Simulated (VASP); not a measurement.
## Mo under biaxial strain in the (001) plane

Wanted: the elastic response of Mo to biaxial strain in the (001) plane, with a fit that predicts a row left out.

Calculated with VASP 6.6.1; r2SCAN; plane waves and PAW (Mo_sv), in the first sound run; inputs show where later runs differ.

### Step 1. Set-up

It takes space group Im-3m (No. 229, cubic). The conventional cell has a = 3.150 Å, b = 3.150 Å, c = 3.150 Å, α = 90.00°, β = 90.00°, γ = 90.00°. Nearest to Mo lie 8 Mo at 2.73 Å.

Coordinates:

```xyz
1
Lattice="-1.5750 1.5750 1.5750 1.5750 -1.5750 1.5750 1.5750 1.5750 -1.5750" Properties=species:S:1:pos:R:3 pbc="T T T"
Mo    0.0000    0.0000    0.0000
```

### Step 2. Relax the crystal, r2SCAN

The series starts from the cell that this level prefers, so that zero strain is near zero stress.

Level: r2SCAN; plane waves and PAW (Mo_sv).

The input, INCAR:

```
SYSTEM = Mo
PREC = Accurate
ENCUT = 450
EDIFF = 1E-07
NELM = 120
ISMEAR = 1
SIGMA = 0.15
LREAL = .FALSE.
ALGO = Normal
METAGGA = R2SCAN
LASPH = .TRUE.
NBANDS = 13
LORBIT = 11
LWAVE = .FALSE.
LCHARG = .FALSE.
KPAR = 8
IBRION = 2
NSW = 40
ISIF = 3
EDIFFG = -0.005
POTIM = 0.4
```

The input, POSCAR:

```
Mo
1.0
   -1.5750000000      1.5750000000      1.5750000000
    1.5750000000     -1.5750000000      1.5750000000
    1.5750000000      1.5750000000     -1.5750000000
Mo
1
Direct
    0.0000000000      0.0000000000      0.0000000000
```

The input, KPOINTS:

```
Automatic mesh
0
Gamma
26 26 26
0 0 0
```

Potentials, in the order of the species: Mo_sv (PBE family, release 64).

Started as:

```
$ mpirun -np 8 vasp_std
```

Output:

```text
[banner, memory and clock lines left out]
running    8 mpi-ranks, on    1 nodes
[...]
|                                                                             |
|           W    W    AA    RRRRR   N    N  II  N    N   GGGG   !!!           |
|           W    W   A  A   R    R  NN   N  II  NN   N  G    G  !!!           |
|           W    W  A    A  R    R  N N  N  II  N N  N  G       !!!           |
|           W WW W  AAAAAA  RRRRR   N  N N  II  N  N N  G  GGG   !            |
|           WW  WW  A    A  R   R   N   NN  II  N   NN  G    G                |
|           W    W  A    A  R    R  N    N  II  N    N   GGGG   !!!           |
|                                                                             |
|     For optimal performance we recommend to set                             |
|       NCORE = 2 up to number-of-cores-per-socket                            |
|     NCORE specifies how many cores store one orbital (NPAR=cpu/NCORE).      |
|     This setting can greatly improve the performance of VASP for DFT.       |
[...]
DAV:   6    -0.260786801176E+02   -0.85495E-06   -0.29620E-07 13796   0.528E-03    0.401E-04
DAV:   7    -0.260786801403E+02   -0.22677E-07   -0.53583E-09  7083   0.939E-04
   2 F= -.26078680E+02 E0= -.26079063E+02  d E =0.851271E-03
 trial-energy change:    0.000851  1 .order    0.000829   -0.001463    0.003122
 step:   0.3129(harm=  0.3191)  dis= 0.00000  next Energy=   -26.079760 (dE=-0.228E-03)
[...]
N       E                     dE             d eps       ncg     rms          rms(c)
DAV:   1    -0.260928066497E+02   -0.14127E-01   -0.28752E-01 13421   0.722E+00    0.123E+00
DAV:   2    -0.260806620977E+02    0.12145E-01   -0.17077E-02 13351   0.169E+00    0.231E-01
DAV:   3    -0.260796317086E+02    0.10304E-02   -0.32569E-03 13896   0.709E-01    0.188E-01
DAV:   4    -0.260797542382E+02   -0.12253E-03   -0.51811E-05 13872   0.790E-02    0.138E-02
DAV:   5    -0.260797567856E+02   -0.25473E-05   -0.26225E-06 15086   0.197E-02    0.247E-03
DAV:   6    -0.260797563110E+02    0.47454E-06   -0.14841E-07 11031   0.405E-03    0.440E-04
DAV:   7    -0.260797563410E+02   -0.29977E-07   -0.71646E-09  6898   0.107E-03
   3 F= -.26079756E+02 E0= -.26080134E+02  d E =-.224930E-03
[...]
reached required accuracy - stopping structural energy minimisation
```

Wall time 45 s (8 MPI ranks of Intel Xeon 6975P-C (Granite Rapids), shared host); peak memory 1.5 GiB; 5.5 min of CPU time.

Lines that name or quote the potential files are left out of all logs, and their timing lines are given in words.

Parts of OUTCAR (step 2):

```text
  Total        0.0009270      0.0009270      0.0009270      0.0000000      0.0000000      0.0000000
  in kB        0.0946497      0.0946497      0.0946497      0.0000000      0.0000000      0.0000000
  external PRESSURE =       0.0946497 kB  Pullay stress =       0.0000000 kB

 POSITION                                       TOTAL-FORCE (eV/Angst)
 -----------------------------------------------------------------------------------
      0.00000      0.00000     -0.00000        -0.000000      0.000000      0.000000
 -----------------------------------------------------------------------------------
    total drift:                                0.000000     -0.000000      0.000000

  FREE ENERGIE OF THE ION-ELECTRON SYSTEM (eV)
  ---------------------------------------------------
  free  energy   TOTEN  =       -26.0797563410 eV

  energy  without entropy=      -26.0808903493  energy(sigma->0) =      -26.08013434

 reached required accuracy - stopping structural energy minimisation

[... 3 further parts left out ...]
[key lines of the parts left out:]
E-fermi :  12.4758
```

Numbers from this step:

* energy(sigma→0) of the program: -26.0801 eV
* stress, compression positive: xx, yy, zz 0.01, 0.01, 0.01 GPa
* volume: 15.692 Å³
* ionic steps: 3

### Step 3. Strain along the normal, r2SCAN

One member in full: the plane is strained by 2 %, and the strain along the normal is moved by secant steps until the normal stress is under 0.012 GPa or five steps are spent; the atoms relax at each step.

This step took 4 runs, each at a new trial strain with the atoms of the one before; the last is shown.

Level: r2SCAN; plane waves and PAW (Mo_sv).

INCAR, as its differences from that of step 2:

```diff
@@ -15,7 +15,7 @@
 LCHARG = .FALSE.
-KPAR = 8
-IBRION = 2
-NSW = 40
-ISIF = 3
-EDIFFG = -0.005
-POTIM = 0.4
+KPAR = 2
+IBRION = 1
+NSW = 25
+ISIF = 2
+EDIFFG = -0.004
+POTIM = 0.3
```

The input, POSCAR:

```
Mo
1.0
   -1.6086810400      1.6086810400      1.5584736390
    1.6086810400     -1.6086810400      1.5584736390
    1.6086810400      1.6086810400     -1.5584736390
Mo
1
Direct
    0.0000000000      0.0000000000      0.0000000000
```

KPOINTS is that of step 2.

Started as:

```
$ mpirun -np 2 vasp_std
```

Output:

```text
[banner, memory and clock lines left out]
running    2 mpi-ranks, on    1 nodes
[...]
[... a notice as in an earlier step ...]

 LDA part: xc-table for (None), standard interpolation
 POSCAR, INCAR and KPOINTS ok, starting setup
[...]
entering main loop
       N       E                     dE             d eps       ncg     rms          rms(c)
DAV:   1     0.652548780417E+02    0.65255E+02   -0.76006E+03 35062   0.102E+03
DAV:   2    -0.313352260935E+02   -0.96590E+02   -0.92990E+02 39960   0.299E+02
DAV:   3    -0.324133029943E+02   -0.10781E+01   -0.10752E+01 38685   0.316E+01
DAV:   4    -0.324158274606E+02   -0.25245E-02   -0.25244E-02 38905   0.187E+00
[...]
DAV:  11    -0.260590809589E+02    0.25553E-04   -0.28064E-05 36705   0.622E-02    0.621E-03
DAV:  12    -0.260590811566E+02   -0.19766E-06   -0.17688E-07 37909   0.463E-03    0.358E-03
DAV:  13    -0.260590812053E+02   -0.48781E-07   -0.30995E-08 20345   0.222E-03
   1 F= -.26059081E+02 E0= -.26059157E+02  d E =-.260591E+02
 BRION: g(F)=  0.113E-61 g(S)=  0.000E+00
 reached required accuracy - stopping structural energy minimisation
```

The job ended after 2.6 min (2 MPI ranks; peak memory 0.61 GiB; 5.2 min of CPU time).

From OUTCAR (step 3):

```text
  Total       -1.0542049     -1.0542049      0.0002609      0.0000000      0.0000000      0.0000000
  in kB     -104.6974862   -104.6974862      0.0259150      0.0000000      0.0000000      0.0000000
  external PRESSURE =     -69.7896858 kB  Pullay stress =       0.0000000 kB

 POSITION                                       TOTAL-FORCE (eV/Angst)
 -----------------------------------------------------------------------------------
      0.00000      0.00000      0.00000         0.000000      0.000000      0.000000
 -----------------------------------------------------------------------------------
    total drift:                                0.000000     -0.000000      0.000000

  FREE ENERGIE OF THE ION-ELECTRON SYSTEM (eV)
  ---------------------------------------------------
  free  energy   TOTEN  =       -26.0590812053 eV

  energy  without entropy=      -26.0593081319  energy(sigma->0) =      -26.05915685

[... 1 part as in an earlier step ...]

[... 3 further parts left out ...]
[key lines of the parts left out:]
E-fermi :  12.0413
```

This run gave:

- energy(sigma→0) of the program: -26.0592 eV
- stress, compression positive: xx, yy, zz -10.47, -10.47, 0.00 GPa
- ionic steps: 1

### Step 4. The whole series

The other members went through these steps as far as the tables show, with the same cutoff and, step by step, the same mesh; 34 runs are not shown. The session took 3.1 core hours (wall time by ranks) on a shared machine.

| in-plane strain (%) | strain along the normal (%) | in-plane stress, tension positive (GPa) | energy above the unstrained row, extrapolated to no smearing (meV/atom) |
| --- | --- | --- | --- |
| -2.000 | 1.382 | -11.834 | 23.642 |
| -1.500 | 1.005 | -8.828 | 13.425 |
| -1.000 | 0.650 | -5.863 | 6.066 |
| -0.500 | 0.317 | -2.919 | 1.600 |
| 0 | 0.005 | -0.016 | 0.000 |
| 0.500 | -0.294 | 2.811 | 1.260 |
| 1.000 | -0.587 | ? | ? |
| 1.500 | -0.882 | 8.076 | 11.970 |
| 2.000 | -1.183 | 10.470 | 21.071 |

### Step 5. Stress from the known rows

A least-squares parabola through the 8 rows shown, with e the strain in %: stress = − 0.1634 e² + 5.607 e − 0.02604 (GPa), r.m.s. residual 0.055 GPa.

At e = 1 this predicts 5.418 GPa.

### Step 6. The withheld row

The calculation gives 5.519 GPa, so the prediction is 0.101 GPa too low, within twice the residual of the fit.

Slopes at zero strain, from cubics through all rows: strain ratio -0.611, stress over strain 573 GPa.

### Step 7. What came out

- error of the predicted stress: -0.101 GPa
- ratio of normal to in-plane strain: -0.611
- biaxial modulus: 573 GPa

What this shows: As a check, the curvature of the energy gives 583 GPa for the same modulus (energy per volume = M × strain²), 2 % from the slope of the stress; these energies are extrapolated to no smearing, while the stress belongs to the free energy, so part of the difference may come from that. The energy also has a linear term worth 0.15 GPa that the stress column lacks, a mark of the finite basis or of the smearing. These are static values: temperature and zero-point motion are left out. In a metal the slopes also depend on mesh and smearing, which were held through the series.

[Lines on the potential files, build, host, timing and source positions are cut from VASP's logs without a mark.]

[Logs are printed without paths, hosts, clocks, repeated set-up lines and the standing remarks that a program may print on its own settings, such as how far it seeks lower states.]

[Hosts, paths, dates, database ids (printed as entryN), source tags and the programs' standing remarks are cut or masked in the printed files.]

[In band tables of VASP the shares of atoms and orbitals are scaled to a sum of 1 inside the atoms' spheres.]
